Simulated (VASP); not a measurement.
# LaRhS3 (Pm-3m) in VASP: notebook

One crystal, LaRhS3, is run at these levels: PBE; tasks: single point.

Program: VASP 6.6.1. These are calculated values, not measurements. Logs are shortened: lines on timing, memory, paths and dates and some standing lists are left out, and cuts for length are marked.

**1. The cell of the first run**

Symmetry: Pm-3m, No. 221, cubic system. Conventional cell: a = 4.792 Å, b = 4.792 Å, c = 4.792 Å, α = 90.00°, β = 90.00°, γ = 90.00°. Around La (site symmetry m-3m) lie 6 S at 2.40 Å. Rh (site symmetry m-3m) is surrounded by 12 S at 3.39 Å. Around S (site symmetry 4/mmm) lie 2 La at 2.40 Å.

The cell was built by a generator and needn't be a form met in nature.

**2. Single point, PBE, collinear spin, typed start (species swapped into the CuNi3N type (Pm-3m, No. 221))**

INCAR reads:

```
PREC = Accurate
ENCUT = 520
EDIFF = 1E-7
ISMEAR = 0
SIGMA = 0.1
LREAL = F
LASPH = T
NELM = 150
ALGO = Normal
ISIF = 2
LWAVE = F
LCHARG = F
ISPIN = 2
MAGMOM = 0 1 0 0 0
LORBIT = 11
LMAXMIX = 6
GGA = PE
NBANDS = 34
```

KPOINTS reads:

```
Automatic mesh
0
Gamma
  4 4 4
```

POSCAR reads:

```
LaRhS3
1.0
    4.7918152700      0.0000000000      0.0000000000
    0.0000000000      4.7918152700      0.0000000000
    0.0000000000      0.0000000000      4.7918152700
La Rh S
1 1 3
Direct
    0.5000000000      0.5000000000      0.5000000000
    0.0000000000      0.0000000000      0.0000000000
    0.0000000000      0.5000000000      0.5000000000
    0.5000000000      0.5000000000      0.0000000000
    0.5000000000      0.0000000000      0.5000000000
```

Potentials or basis: VASP PAW PBE potentials, release 64 (La, Rh_pv, S).

Command:

```bash
$ cat potpaw_PBE.64/La/POTCAR potpaw_PBE.64/Rh_pv/POTCAR potpaw_PBE.64/S/POTCAR > POTCAR
$ mpirun -np 1 vasp_std > vasp.out
```

OUTCAR:

```text
PREC = Accurate
   ENCUT = 520
   EDIFF = 1E-7
   ISMEAR = 0
   LREAL = F
   LASPH = T
   NELM = 150
   ISIF = 2
   ISPIN = 2
   LORBIT = 11
   GGA = PE

 ion  position               nearest neighbor table
   1  0.500  0.500  0.500-   3 2.40   4 2.40   5 2.40   4 2.40   5 2.40   3 2.40
   2  0.000  0.000  0.000-
   3  0.000  0.500  0.500-   1 2.40   1 2.40
   4  0.500  0.500  0.000-   1 2.40   1 2.40
   5  0.500  0.000  0.500-   1 2.40   1 2.40

  LATTYP: Found a simple cubic cell.
 ALAT       =     4.7918152700

  Lattice vectors:

 A1 = (   4.7918152700,   0.0000000000,   0.0000000000)
 A2 = (   0.0000000000,   4.7918152700,   0.0000000000)
 A3 = (   0.0000000000,   0.0000000000,   4.7918152700)

Analysis of symmetry for initial positions (statically):
=====================================================================
 Subroutine PRICEL returns:
 Original cell was already a primitive cell.

 Routine SETGRP: Setting up the symmetry group for a
 simple cubic supercell.

 Subroutine GETGRP returns: Found 48 space group operations
 (whereof 48 operations were pure point group operations)
 out of a pool of 48 trial point group operations.

The static configuration has the point symmetry O_h .

Analysis of symmetry for dynamics (positions and initial velocities):
=====================================================================
 Subroutine PRICEL returns:
 Original cell was already a primitive cell.

 Routine SETGRP: Setting up the symmetry group for a
 simple cubic supercell.

 Subroutine GETGRP returns: Found 48 space group operations
 (whereof 48 operations were pure point group operations)
 out of a pool of 48 trial point group operations.

The dynamic configuration has the point symmetry O_h .

Analysis of structural, dynamic, and magnetic symmetry:
=====================================================================
 Subroutine PRICEL returns:
 Original cell was already a primitive cell.

 Routine SETGRP: Setting up the symmetry group for a
 simple cubic supercell.

 Subroutine GETGRP returns: Found 48 space group operations
 (whereof 48 operations were pure point group operations)
 out of a pool of 48 trial point group operations.

The overall configuration has the point symmetry O_h .

 Subroutine INISYM returns: Found 48 space group operations
[... 117 lines left out ...]
   LEPSILON=     F    determine dielectric tensor
   LRPA    =     F    only Hartree local field effects (RPA)
 spin polarized calculation
 Gauss-broadening in eV      SIGMA  =   0.10
  energy-cutoff  :      520.00
  volume of cell :      110.03
 maximum number of plane-waves:      3016
 NGX is ok and might be reduce to    36
   NGX = 17   NGY = 17   NGZ = 17

 number of electron      43.9999989 magnetization       2.3585330

 Free energy of the ion-electron system (eV)
  ---------------------------------------------------
  ext. energy  EPLUGINS =         0.00000000
  ---------------------------------------------------
  free energy    TOTEN  =       -19.74566733 eV

  energy without entropy =      -19.71476835  energy(sigma->0) =      -19.73021784

 E-fermi :   5.7436     XC(G=0): -10.0522

 val. band max:        5.7089325078   @ k =   0.5000   0.5000   0.2500
 cond. band min:       5.7439339545   @ k =   0.5000   0.2500   0.2500
 fundamental gap:      0.0350014468
 Fermi energy:         5.7436021670

 spin component 1

 k-point     1 :       0.0000    0.0000    0.0000
  band No.  band energies     occupation
      1     -40.3479      1.00000
      2     -40.3479      1.00000
      3     -40.3479      1.00000
      4     -25.0164      1.00000
      5      -9.9284      1.00000
      6      -9.9284      1.00000
[... 359 lines left out ...]
     33      12.7178      0.00000
     34      12.7178      0.00000
 Fermi energy:         5.7436021670

 spin component 2

 k-point     1 :       0.0000    0.0000    0.0000
  band No.  band energies     occupation
      1     -39.0111      1.00000
      2     -39.0111      1.00000
      3     -39.0111      1.00000
      4     -25.0041      1.00000
      5      -9.9260      1.00000
      6      -9.9260      1.00000
[... 359 lines left out ...]
     33      12.8133      0.00000
     34      12.8133      0.00000

------------------------ aborting loop because EDIFF is reached ----------------------------------------

  FORCE on cell =-STRESS in cart. coord.  units (eV):
  Direction    XX          YY          ZZ          XY          YZ          ZX
  --------------------------------------------------------------------------------------
  -------------------------------------------------------------------------------------
  Total       15.6129369     15.6129369     15.6129369      0.0000000      0.0000000      0.0000000
  in kB      227.3500138    227.3500138    227.3500138      0.0000000      0.0000000      0.0000000
  external PRESSURE =     227.3500138 kB  Pullay stress =       0.0000000 kB

 VOLUME and BASIS-vectors are now :
 -----------------------------------------------------------------------------
  energy-cutoff  :      520.00
  volume of cell :      110.03
      direct lattice vectors                 reciprocal lattice vectors
     4.791815270  0.000000000  0.000000000     0.208689180  0.000000000  0.000000000
     0.000000000  4.791815270  0.000000000     0.000000000  0.208689180  0.000000000
     0.000000000  0.000000000  4.791815270     0.000000000  0.000000000  0.208689180

 POSITION                                       TOTAL-FORCE (eV/Angst)
 -----------------------------------------------------------------------------------
      2.39591      2.39591      2.39591         0.000000      0.000000      0.000000
      0.00000      0.00000      0.00000         0.000000      0.000000      0.000000
      0.00000      2.39591      2.39591         0.000000      0.000000      0.000000
      2.39591      2.39591      0.00000         0.000000      0.000000      0.000000
      2.39591      0.00000      2.39591         0.000000      0.000000      0.000000
 -----------------------------------------------------------------------------------
    total drift:                                0.000000      0.000000      0.000000

  FREE ENERGIE OF THE ION-ELECTRON SYSTEM (eV)
  ---------------------------------------------------
  free  energy   TOTEN  =       -19.7456673260 eV

  energy  without entropy=      -19.7147683498  energy(sigma->0) =      -19.73021784

 total charge

# of ion       s       p       d       f       tot
--------------------------------------------------
    1        2.123   5.532   1.454   0.505   9.613
    2        0.091   6.021   7.183   0.000  13.295
    3        1.391   2.381   0.000   0.000   3.772
    4        1.391   2.381   0.000   0.000   3.772
    5        1.391   2.381   0.000   0.000   3.772
--------------------------------------------------
tot          6.386  18.697   8.637   0.505  34.225

 magnetization (x)

# of ion       s       p       d       f       tot
--------------------------------------------------
    1        0.004  -0.001  -0.005   0.010   0.007
    2        0.005   0.004   1.748   0.000   1.758
    3        0.004   0.122   0.000   0.000   0.126
    4        0.004   0.122   0.000   0.000   0.126
    5        0.004   0.122   0.000   0.000   0.126
--------------------------------------------------
tot          0.022   0.370   1.743   0.010   2.145
```

stdout:

```text
POSCAR found type information on POSCAR LaRhS
 POSCAR found :  3 types and       5 ions
 scaLAPACK will be used
 LDA part: xc-table for (Slater+PW92), standard interpolation
 POSCAR, INCAR and KPOINTS ok, starting setup
 FFT: planning ... GRIDC
 FFT: planning ... GRID_SOFT
 FFT: planning ... GRID
 WAVECAR not read
 entering main loop
```

Run time: 87 s. Hardware: 1 thread of Intel Xeon Platinum 8488C (Sapphire Rapids), shared host; peak memory 0.27 GiB.

Results:

* Free energy: -19.7457 eV
* Pressure: 22.7 GPa
* Band gap on the k mesh: none (metal or under the smearing width)
* Net moment: 2.36 μB per cell
* Site moments: La +0.01; Rh +1.76; S +0.13 μB
* Valence electrons inside the program's atomic spheres: La 9.61; Rh 13.29; S 3.77

Levels at points of the mesh, in eV from the Fermi level:
Spin up:
| k point | band 20 | band 21 | band 22 | band 23 | band 24 | band 25 | band 26 | band 27 |
| --- | --- | --- | --- | --- | --- | --- | --- | --- |
| (0.00, 0.00, 0.00) | -1.52 | -1.52 | 0.50 | 0.50 | 0.50 | 0.71 | 1.96 | 1.96 |
| (0.50, 0.00, 0.00) | -0.75 | -0.75 | -0.60 | 0.55 | 0.55 | 1.91 | 3.41 | 4.30 |
| (0.50, 0.50, 0.00) | -1.30 | -1.01 | -1.01 | 0.08 | 0.52 | 2.65 | 3.90 | 4.00 |
| (0.50, 0.50, 0.50) | -1.31 | -1.31 | -0.17 | -0.17 | -0.17 | 0.39 | 4.10 | 4.10 |
Spin down:
| k point | band 18 | band 19 | band 20 | band 21 | band 22 | band 23 | band 24 | band 25 |
| --- | --- | --- | --- | --- | --- | --- | --- | --- |
| (0.00, 0.00, 0.00) | -0.70 | -0.47 | -0.47 | -0.47 | 0.57 | 0.57 | 0.57 | 1.07 |
| (0.50, 0.00, 0.00) | -0.45 | -0.35 | 0.12 | 0.28 | 0.28 | 0.73 | 0.73 | 1.93 |
| (0.50, 0.50, 0.00) | -0.77 | -0.45 | -0.12 | 0.29 | 0.29 | 0.47 | 0.59 | 3.13 |
| (0.50, 0.50, 0.50) | -0.42 | -0.29 | -0.29 | -0.29 | 0.05 | 0.05 | 0.05 | 0.77 |

Caveat: so large a pressure means that the cell lies far from this level's equilibrium, or that cutoff or potentials fall short. The run has no spin-orbit coupling, so splittings on La are missing.

**3. Single point, PBE, collinear spin, typed start (species swapped into the CuNi3N type (Pm-3m, No. 221))**

INCAR reads:

```
  PREC = Accurate
  ENCUT = 520
  EDIFF = 1E-6
  ISMEAR = 0
  SIGMA = 0.1
  LREAL = F
  LASPH = T
  NELM = 150
  ALGO = Fast
  ISIF = 2
  LWAVE = F
  LCHARG = F
  ISPIN = 2
  MAGMOM = 0 1 0 0 0
  LORBIT = 11
  LMAXMIX = 6
  GGA = PE
  NBANDS = 34
```

KPOINTS is that of step 2.

POSCAR, as its differences from that of step 2:

```diff
@@ -2,5 +2,5 @@
 1.0
-    4.7918152700      0.0000000000      0.0000000000
-    0.0000000000      4.7918152700      0.0000000000
-    0.0000000000      0.0000000000      4.7918152700
+    5.4605037393      0.0000000000      0.0000000000
+    0.0000000000      5.4605037393      0.0000000000
+    0.0000000000      0.0000000000      5.4605037393
 La Rh S
```

Potentials or basis: VASP PAW PBE potentials, release 64 (La, Rh_pv, S).

Command:

```bash
$ cat potpaw_PBE.64/La/POTCAR potpaw_PBE.64/Rh_pv/POTCAR potpaw_PBE.64/S/POTCAR > POTCAR
$ mpirun -np 1 vasp_std > vasp.out
```

It took 5 min on 1 thread of AMD EPYC 7R13 (Zen 3), shared host; peak memory 0.34 GiB.

The run converged. Its results:

* Free energy: -22.4523 eV
* Pressure: 0.2 GPa
* Band gap on the k mesh: none (metal or under the smearing width)
* Net moment: 3.97 μB per cell
* Site moments: La +0.04; Rh +1.84; S +0.43 μB
* Valence electrons inside the program's atomic spheres: La 8.66; Rh 13.26; S 3.67

Levels at points of the mesh, in eV from the Fermi level:
Spin up:
| k point | band 20 | band 21 | band 22 | band 23 | band 24 | band 25 | band 26 | band 27 | band 28 | band 29 |
| --- | --- | --- | --- | --- | --- | --- | --- | --- | --- | --- |
| (0.00, 0.00, 0.00) | -0.92 | -0.92 | -0.32 | -0.32 | -0.32 | 0.72 | 3.20 | 3.20 | 3.20 | 4.40 |
| (0.50, 0.00, 0.00) | -0.83 | -0.83 | -0.63 | -0.36 | -0.36 | 2.20 | 3.24 | 4.32 | 4.32 | 4.37 |
| (0.50, 0.50, 0.00) | -1.18 | -1.02 | -1.02 | -0.46 | -0.07 | 2.02 | 4.14 | 4.14 | 4.18 | 4.27 |
| (0.50, 0.50, 0.50) | -1.22 | -1.22 | -0.14 | -0.14 | -0.14 | 0.98 | 4.18 | 4.18 | 4.18 | 4.23 |
Spin down:
| k point | band 18 | band 19 | band 20 | band 21 | band 22 | band 23 |
| --- | --- | --- | --- | --- | --- | --- |
| (0.00, 0.00, 0.00) | -0.29 | -0.10 | -0.10 | -0.10 | 0.12 | 0.12 |
| (0.50, 0.00, 0.00) | -0.40 | -0.08 | 0.05 | 0.05 | 0.13 | 0.38 |
| (0.50, 0.50, 0.00) | -0.45 | -0.36 | -0.05 | -0.03 | 0.28 | 0.28 |
| (0.50, 0.50, 0.50) | -0.38 | -0.08 | -0.08 | -0.08 | 0.56 | 0.56 |

The run has no spin-orbit coupling, so splittings on La are missing.
